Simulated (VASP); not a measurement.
Computed with optB86b-vdW, VASP's PBE PAW potentials (set 64) (plane waves; VASP).

VASP ran on this input.

File KPOINTS:
```
Automatic mesh
0
Gamma
7 7 7
0 0 0
```

POSCAR:
```
CdS
1.0
  0.0000000000   2.9100000000   2.9100000000
  2.9100000000   0.0000000000   2.9100000000
  2.9100000000   2.9100000000   0.0000000000
Cd S
1 1
Cartesian
  0.0000000000   0.0000000000   0.0000000000
  1.4550000000   1.4550000000   1.4550000000
```

### INCAR
```
AGGAC = 0.0
ALGO = Normal
EDIFF = 1E-6
EDIFFG = -0.01
ENCUT = 520
GGA = MK
IBRION = 2
ISIF = 3
ISMEAR = 0
LASPH = T
LCHARG = F
LMAXMIX = 4
LREAL = F
LUSE_VDW = T
LWAVE = F
NELM = 100
NSW = 60
PARAM1 = 0.1234
PARAM2 = 1.0
PREC = Accurate
SIGMA = 0.05
SYSTEM = CdS
```

POTCAR, in this order: Cd S (PBE.64 set). Program: vasp_std.

Output of the run:

OUTCAR:
```
 ion  position               nearest neighbor table
   1  0.000  0.000  0.000-   2 2.52   2 2.52   2 2.52   2 2.52
   2  0.250  0.250  0.250-   1 2.52   1 2.52   1 2.52   1 2.52
  LATTYP: Found a face centered cubic cell.
 ALAT       =     5.8200000000
 Subroutine PRICEL returns:
 Original cell was already a primitive cell.
 Subroutine GETGRP returns: Found 24 space group operations
The static configuration has the point symmetry T_d .
The dynamic configuration has the point symmetry T_d .
 Subroutine INISYM returns: Found 24 space group operations
 Subroutine IBZKPT returns following result:
 Found     20 irreducible k-points:

 Following reciprocal coordinates:
            Coordinates               Weight
  0.000000  0.000000  0.000000      1.000000
  0.142857  0.000000  0.000000      8.000000
  0.285714  0.000000  0.000000      8.000000
  0.428571  0.000000  0.000000      8.000000
  0.142857  0.142857  0.000000      6.000000
  0.285714  0.142857  0.000000     24.000000
  0.428571  0.142857  0.000000     24.000000
 -0.428571  0.142857  0.000000     24.000000
 -0.285714  0.142857  0.000000     24.000000
 -0.142857  0.142857  0.000000     12.000000
  0.285714  0.285714  0.000000      6.000000
  0.428571  0.285714  0.000000     24.000000
 -0.428571  0.285714  0.000000     24.000000
 -0.285714  0.285714  0.000000     12.000000
  0.428571  0.428571  0.000000      6.000000
 -0.428571  0.428571  0.000000     12.000000
  0.428571  0.285714  0.142857     24.000000
 -0.428571  0.285714  0.142857     48.000000
 -0.428571  0.428571  0.142857     24.000000
 -0.285714  0.428571  0.142857     24.000000
   k-points           NKPTS =     20   k-points in BZ     NKDIM =     20   number of bands    NBANDS=     13
   number of dos      NEDOS =    301   number of ions     NIONS =      2
   total plane-waves  NPLWV =  32768
   dimension x,y,z NGX =    32 NGY =   32 NGZ =   32
...
```

**OSZICAR**
```
       N       E                     dE             d eps       ncg     rms          rms(c)
DAV:   1     0.113315501537E+03    0.11332E+03   -0.93489E+03   528   0.126E+03
DAV:   2     0.290747286674E+01   -0.11041E+03   -0.10474E+03   560   0.297E+02
DAV:   3    -0.196819554343E+01   -0.48757E+01   -0.48576E+01   635   0.643E+01
DAV:   4    -0.200372662681E+01   -0.35531E-01   -0.35512E-01   585   0.548E+00
DAV:   5    -0.200424072734E+01   -0.51410E-03   -0.51410E-03   630   0.648E-01    0.835E+00
DAV:   6    -0.149439697192E+01    0.50984E+00   -0.10510E+00   737   0.145E+01    0.655E+00
DAV:   7    -0.147825857191E+01    0.16138E-01   -0.20189E-01   540   0.366E+00    0.330E+00
DAV:   8    -0.147803230022E+01    0.22627E-03   -0.20059E-02   540   0.218E+00    0.301E-01
DAV:   9    -0.147775023897E+01    0.28206E-03   -0.25969E-03   615   0.872E-01    0.844E-02
DAV:  10    -0.147784886087E+01   -0.98622E-04   -0.24739E-04   545   0.168E-01    0.669E-02
DAV:  11    -0.147789364123E+01   -0.44780E-04   -0.75151E-05   553   0.108E-01    0.205E-02
DAV:  12    -0.147788826074E+01    0.53805E-05   -0.34180E-05   568   0.837E-02    0.790E-03
DAV:  13    -0.147788874876E+01   -0.48802E-06   -0.28002E-06   535   0.141E-02
   1 F= -.14778887E+01 E0= -.14778887E+01  d E =-.147789E+01
       N       E                     dE             d eps       ncg     rms          rms(c)
DAV:   1    -0.184516048810E+01   -0.36727E+00   -0.75628E+00   560   0.386E+01    0.501E+00
DAV:   2    -0.152719265504E+01    0.31797E+00   -0.75760E-01   570   0.141E+01    0.182E+00
DAV:   3    -0.149152090515E+01    0.35672E-01   -0.92422E-02   560   0.380E+00    0.157E+00
DAV:   4    -0.148735883223E+01    0.41621E-02   -0.52506E-03   525   0.713E-01    0.359E-01
DAV:   5    -0.148699797002E+01    0.36086E-03   -0.11621E-03   635   0.525E-01    0.865E-02
DAV:   6    -0.148699184446E+01    0.61256E-05   -0.15713E-04   520   0.171E-01    0.506E-02
DAV:   7    -0.148699595667E+01   -0.41122E-05   -0.87308E-06   545   0.266E-02    0.842E-03
DAV:   8    -0.148699598020E+01   -0.23533E-07   -0.21991E-06   485   0.226E-02
   2 F= -.14869960E+01 E0= -.14869960E+01  d E =-.910723E-02
       N       E                     dE             d eps       ncg     rms          rms(c)
DAV:   1    -0.151798833121E+01   -0.30992E-01   -0.60120E-01   565   0.105E+01    0.128E+00
DAV:   2    -0.149134979409E+01    0.26639E-01   -0.67776E-02   575   0.425E+00    0.447E-01
DAV:   3    -0.148877209441E+01    0.25777E-02   -0.77645E-03   555   0.104E+00    0.372E-01
DAV:   4    -0.148855988225E+01    0.21221E-03   -0.39987E-04   525   0.238E-01    0.861E-02
DAV:   5    -0.148854110684E+01    0.18775E-04   -0.78425E-05   635   0.142E-01    0.295E-02
DAV:   6    -0.148854387651E+01   -0.27697E-05   -0.12893E-05   535   0.470E-02    0.117E-02
DAV:   7    -0.148854370838E+01    0.16812E-06   -0.82828E-07   355   0.739E-03
   3 F= -.14885437E+01 E0= -.14885437E+01  d E =-.106550E-01
```

**OUTCAR**
```
------------------------ aborting loop because EDIFF is reached ----------------------------------------
  FORCE on cell =-STRESS in cart. coord.  units (eV):
  Direction    XX          YY          ZZ          XY          YZ          ZX
  --------------------------------------------------------------------------------------
  Total        0.0088045      0.0088045      0.0088045      0.0000000      0.0000000      0.0000000
  in kB        0.2768159      0.2768159      0.2768159      0.0000000      0.0000000      0.0000000
  external PRESSURE =       0.2768159 kB  Pullay stress =       0.0000000 kB
  volume of cell :       50.96
      direct lattice vectors                 reciprocal lattice vectors
    -0.000000000  2.942605261  2.942605261    -0.169917456  0.169917456  0.169917456
     2.942605261  0.000000000  2.942605261     0.169917456 -0.169917456  0.169917456
     2.942605261  2.942605261  0.000000000     0.169917456  0.169917456 -0.169917456
  FREE ENERGIE OF THE ION-ELECTRON SYSTEM (eV)
  ---------------------------------------------------
  free  energy   TOTEN  =        -1.4885437084 eV

  energy  without entropy=       -1.4885437084  energy(sigma->0) =       -1.48854371

 reached required accuracy - stopping structural energy minimisation
```
(Selected blocks of OUTCAR.)

### CONTCAR
```
CdS
   1.00000000000000
    -0.0000000000000000    2.9426052608526381    2.9426052608526381
     2.9426052608526381    0.0000000000000000    2.9426052608526381
     2.9426052608526381    2.9426052608526381    0.0000000000000000
  Cd              S
     1     1
Direct
     0.0000000000000000    0.0000000000000000    0.0000000000000000
     0.2500000000000000    0.2500000000000000    0.2500000000000000
```

OUTCAR:
```
 val. band max:        0.9973136808   @ k =   0.0000   0.0000   0.0000

 cond. band min:       1.9839937175   @ k =   0.0000   0.0000   0.0000


 Fermi energy:         1.2633971617

 k-point     1 :       0.0000    0.0000    0.0000
  band No.  band energies     occupation
      1     -11.2032      2.00000
      2      -6.6557      2.00000
      3      -6.6557      2.00000
      4      -6.6557      2.00000
      5      -6.2165      2.00000
      6      -6.2165      2.00000
      7       0.9973      2.00000
      8       0.9973      2.00000
      9       0.9973      2.00000
     10       1.9840      0.00000
     11       7.4968      0.00000
     12       7.4968      0.00000
     13       7.4968      0.00000

 k-point     2 :       0.1429    0.0000    0.0000
  band No.  band energies     occupation
      1     -11.1267      2.00000
      2      -6.6289      2.00000
      3      -6.6289      2.00000
      4      -6.5873      2.00000
      5      -6.2175      2.00000
      6      -6.2175      2.00000
      7      -0.2368      2.00000
      8       0.8487      2.00000
      9       0.8487      2.00000
     10       2.9862      0.00000
     11       7.1798      0.00000
     12       7.7370      0.00000
     13       7.7370      0.00000

 k-point     3 :       0.2857    0.0000    0.0000
  band No.  band energies     occupation
      1     -10.9539      2.00000
      2      -6.5773      2.00000
      3      -6.5773      2.00000
      4      -6.3396      2.00000
      5      -6.2083      2.00000
      6      -6.2083      2.00000
      7      -1.8523      2.00000
      8       0.5408      2.00000
      9       0.5408      2.00000
     10       3.7538      0.00000
     11       7.3413      0.00000
     12       8.0171      0.00000
     13       8.0172      0.00000

 k-point     4 :       0.4286    0.0000    0.0000
  band No.  band energies     occupation
      1     -10.8158      2.00000
      2      -6.5476      2.00000
      3      -6.5476      2.00000
...
```

Energy and stress use the plane-wave basis of the starting cell.

The compound is CdS in the zinc blende structure, a metastable form; wurtzite is the usual one. This run relaxes it. Symmetry was kept, so distortions that lower it aren't found.
